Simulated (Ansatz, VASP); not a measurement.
# Cross-check of SrCaH2Br2 between VASP and Ansatz, part 2 of 2

Wanted: the spread between two codes on one cell, functional and k mesh. The cell is generated by rule, not measured, and may not be a known phase. Of the first pair: The two relaxations start from unlike cells of this crystal (the structure described is Ansatz's start), so only their ends are compared.

VASP 6.6.1 and Ansatz 0.2.0.

So far: Set-up; VASP: relaxation of cell and atoms, PBEsol; Ansatz: relaxation of cell and atoms, PBEsol.

## Step 4: Differences

Known differences besides the potentials themselves: the cutoff is 420 eV in Ansatz and 500 eV in VASP; Ansatz makes its cores anew for this functional, VASP keeps those of its PBE data sets; Ansatz adds a Pulay correction to the stress that steers its cell, VASP none. Total energies have different zeros and are not compared.

Compared:

```tsv
quantity	Ansatz	VASP	difference
volume (Å³)	117.31	117.50	-0.16 %
edge a after relaxation, in the typed setting (Å)	4.024	4.030	-0.14 %
edge c after relaxation, in the typed setting (Å)	7.244	7.235	+0.11 %
```

## Step 5: Ansatz: zone-centre phonons, PBEsol

Second derivatives magnify differences that forces hide, and they need a tight electronic threshold.

The cell is taken from a series of runs on this material, whose earlier steps may have relaxed, scaled, displaced or heated it; both programs get it as it stands.

File input.yaml:

```yaml
crystal:
  lattice:
    - [4.0268174854, 0.0, 0.0]
    - [0.0, 4.0268174854, 0.0]
    - [0.0, 0.0, 7.2272374249]
  atoms:
    - { symbol: Sr, position: [0.0, 0.5, 0.1828574892] }
    - { symbol: Ca, position: [0.5, 0.0, 0.8210601517] }
    - { symbol: H, position: [0.0, 0.0, -0.0085810047] }
    - { symbol: H, position: [0.5, 0.5, -0.0085810047] }
    - { symbol: Br, position: [0.0, 0.5, 0.6614129652] }
    - { symbol: Br, position: [0.5, 0.0, 0.3518314034] }
kpoints:
  mp_grid: { grid: [6, 6, 4] }
hamiltonian:
  xc: pbesol
scf:
  occupations: { method: fixed }
output:
  eigenvalues: true
phonons:
  method: dfpt
  dielectric: true
  rigid_motions: translations
```

On the command line:

```bash
$ ansatz run input.yaml --threads 8 --pin off --max-ram 14336MiB --backend cpu --events-out ev --progress --plain --runs-dir out
```

Numbers of over 12 decimals in the logs are rounded to 6 here.

Output:

```text
[...]
Crystal: 6 atoms, lattice volume = 117.192 Å³
Basis set: ecut = 420 eV, 2313 PW (Γ), exchange–correlation on 60×60×100 points (8 copies of the dense FFT grid, shifted against one another)
Bands: 24, of which v1, the nominal top of the filled ones, is band 18 counted from 1 (17 counted from 0)
Symmetry: 8 space group operations
k-points: 76 of 144 (irreducible under 1 space group operation, time reversal used)
[...]
ω (cm⁻¹)  modes    IR ((D/Å)²/amu)
[...]
optical modes at Γ + LO–TO along q̂ = [0.0000, 1.0000, 0.0000]:
      ω (cm⁻¹)  modes    IR ((D/Å)²/amu)
[...]
optical modes at Γ + LO–TO along q̂ = [0.0000, 0.0000, 1.0000]:
      ω (cm⁻¹)  modes    IR ((D/Å)²/amu)
[...]
741.19      2            75.1419
        865.32      1             0.0000
        909.76      2            16.5852
       1035.55      1            44.4248
[key lines of the parts left out:]
SCF converged after 8 iterations
Free energy (F): -10798.499916 eV
Fermi energy:    5.284208 eV
```

## Step 6: VASP: zone-centre phonons, PBEsol

The same cell, functional and mesh now go to VASP, with its own data sets.

File INCAR:

```
SYSTEM = SrCaH2Br2
PREC = Accurate
ENCUT = 500
EDIFF = 1E-08
NELM = 120
ISMEAR = 0
SIGMA = 0.01
LREAL = .FALSE.
ALGO = Normal
GGA = PS
NBANDS = 24
LORBIT = 11
LWAVE = .FALSE.
LCHARG = .FALSE.
ISIF = 2
IBRION = 8
LEPSILON = .TRUE.
LASPH = .TRUE.
GGA_COMPAT = .FALSE.
EFERMI = MIDGAP
KPAR = 2
```

File POSCAR:

```
SrCaH2Br2
1.0
    4.0268174854      0.0000000000      0.0000000000
    0.0000000000      4.0268174854      0.0000000000
    0.0000000000      0.0000000000      7.2272374249
Sr Ca H Br
1 1 2 2
Direct
    0.0000000000      0.5000000000      0.1828574892
    0.5000000000      0.0000000000      0.8210601517
    0.0000000000      0.0000000000      0.9914189953
    0.5000000000      0.5000000000      0.9914189953
    0.0000000000      0.5000000000      0.6614129652
    0.5000000000      0.0000000000      0.3518314034
```

File KPOINTS:

```
Automatic mesh
0
Gamma
6 6 4
0 0 0
```

The projector-augmented-wave data sets are Sr_sv, Ca_sv, H and Br (PBE family, release 64).

On the command line:

```bash
$ mpirun -np 2 vasp_std
```

Output:

```text
[banner, memory and clock lines left out]
running    2 mpi-ranks, on    1 nodes
[...]
[... a notice as in an earlier step ...]

 LDA part: xc-table for (Slater+PW92), standard interpolation
 POSCAR, INCAR and KPOINTS ok, starting setup
[...]
entering main loop
       N       E                     dE             d eps       ncg     rms          rms(c)
DAV:   1     0.251051967713E+03    0.25105E+03   -0.16359E+04  1440   0.130E+03
DAV:   2    -0.347540008947E+01   -0.25453E+03   -0.24941E+03  1704   0.319E+02
DAV:   3    -0.228901332933E+02   -0.19415E+02   -0.19358E+02  2360   0.756E+01
DAV:   4    -0.236708395225E+02   -0.78071E+00   -0.77952E+00  2312   0.135E+01
[...]
DAV:  14    -0.225488750090E+02    0.19938E-06   -0.27315E-06  1944   0.850E-03    0.177E-03
DAV:  15    -0.225488751323E+02   -0.12323E-06   -0.31941E-07  1912   0.321E-03    0.119E-03
DAV:  16    -0.225488751308E+02    0.14452E-08   -0.33464E-08  1696   0.949E-04
   1 F= -.22548875E+02 E0= -.22548875E+02  d E =0.000000E+00
[...]
RMM:  19    -0.142676781072E+00    0.74276E-09    0.59131E-08  5534   0.784E-05    0.746E-06
 first order change of Fermi-energy   0.12847E-04
 force on displaced ion       6 direction 1 :  -3.411   0.000   0.001
 Born effective charge ion    6 direction 1 :  -1.288   0.000  -0.000
 Linear response progress:
  Degree of freedom:  11/ 11
       N       E                     dE             d eps       ncg     rms          rms(c)
RMM:   1    -0.162811307533E+00   -0.16281E+00    0.63003E-02  2882   0.138E+00
RMM:   2    -0.160021275727E+00    0.27900E-02   -0.52120E-03  2475   0.296E-01    0.143E-01
RMM:   3    -0.160271945876E+00   -0.25067E-03   -0.54149E-04  2729   0.837E-02    0.754E-02
RMM:   4    -0.160584905032E+00   -0.31296E-03   -0.18815E-04  2991   0.440E-02    0.131E-02
[...]
RMM:  14    -0.160565137109E+00    0.40389E-08   -0.53475E-07  3786   0.123E-04    0.408E-06
RMM:  15    -0.160565154515E+00   -0.17406E-07    0.40070E-07  3686   0.976E-05    0.777E-06
RMM:  16    -0.160565155668E+00   -0.11536E-08   -0.65764E-08  3543   0.822E-05    0.152E-06
 first order change of Fermi-energy  -0.25391E+00
 force on displaced ion       6 direction 3 :   0.000   0.000  -2.708
 Born effective charge ion    6 direction 3 :   0.000   0.000  -1.273
 Born effective charges drift removed
 Linear response finished
```

From OUTCAR (step 6):

```text
  Total        0.0969413      0.0969413      0.0558296      0.0000000      0.0000000      0.0000000
  in kB        1.3253277      1.3253277      0.7632707      0.0000000      0.0000000      0.0000000
  external PRESSURE =       1.1379754 kB  Pullay stress =       0.0000000 kB

 MACROSCOPIC STATIC DIELECTRIC TENSOR IONIC CONTRIBUTION
 ------------------------------------------------------
           5.159812     0.000000     0.000000
           0.000000     5.159812     0.000000
           0.000000     0.000000     7.620451
 ------------------------------------------------------

[... 1 part as in an earlier step ...]

[... 1 further part left out ...]
```

## Step 7: Comparison

What differs besides the data sets and the points named for the pairs above, as far as they apply: fixed occupations in Ansatz, narrow Gaussian smearing in VASP; VASP's response is taken on the typed mesh, Ansatz refines its own for the field response alone. Total energies have different zeros and are not compared.

The two programs side by side:

```tsv
quantity	Ansatz	VASP	difference
ε∞ xx	4.25	4.25	-0.14 %
ε∞ yy	4.25	4.25	-0.14 %
ε∞ zz	4.32	4.32	-0.14 %
Born charge of Sr1 (mean of the diagonal) (e)	2.23	2.23	0.00
Born charge of Ca2 (mean of the diagonal) (e)	2.34	2.34	0.00
Born charge of H3 (mean of the diagonal) (e)	-0.97	-0.97	0.00
Born charge of Br5 (mean of the diagonal) (e)	-1.35	-1.35	0.00
optical mode 1 to 2 (cm⁻¹)	91.0	91.1	-0.11 %
optical mode 3 (cm⁻¹)	96.1	97.2	-1.21 %
optical mode 4 (cm⁻¹)	98.1	98.7	-0.62 %
optical mode 5 to 6 (cm⁻¹)	126.1	127.8	-1.37 %
optical mode 7 to 8 (cm⁻¹)	151.8	153.7	-1.17 %
optical mode 9 (cm⁻¹)	177.0	177.4	-0.26 %
optical mode 10 to 11 (cm⁻¹)	741.2	746.0	-0.64 %
optical mode 12 (cm⁻¹)	865.3	871.0	-0.65 %
optical mode 13 to 14 (cm⁻¹)	909.8	915.4	-0.62 %
optical mode 15 (cm⁻¹)	942.1	947.3	-0.56 %
```

Modes are paired by rising frequency, not by their patterns, so a pair may set unlike modes beside each other; they are those without the splitting of longitudinal modes.

## Step 8: Results

```
difference in volume (relaxation of cell and atoms, PBEsol)                                                          : -0.16 %
r.m.s. difference of the optical zone-centre modes, each program's sorted by frequency (zone-centre phonons, PBEsol) : 3.5 cm⁻¹
difference in optical mode 5 to 6 (zone-centre phonons, PBEsol)                                                      : -1.4 %
```

The difference in volume is -0.16 % (relaxation of cell and atoms, PBEsol), within the 1.2 % picked in this series as the mark of a large difference, as far as the stopping tolerances let one tell. Among the rows given in per cent, the largest difference of the zone-centre phonons, PBEsol pair is in optical mode 5 to 6, -1.4 %. Such differences can come from data sets, numerical settings and the points named under the comparisons, not from the functional's error against experiment.

[Lines on the potential files, build, host, timing and source positions are cut from VASP's logs without a mark.]

[Logs are printed without paths, hosts, clocks, repeated set-up lines and the standing remarks that a program may print on its own settings, such as how far it seeks lower states.]

[Hosts, paths, dates, database ids (printed as entryN), source tags and the programs' standing remarks are cut or masked in the printed files.]
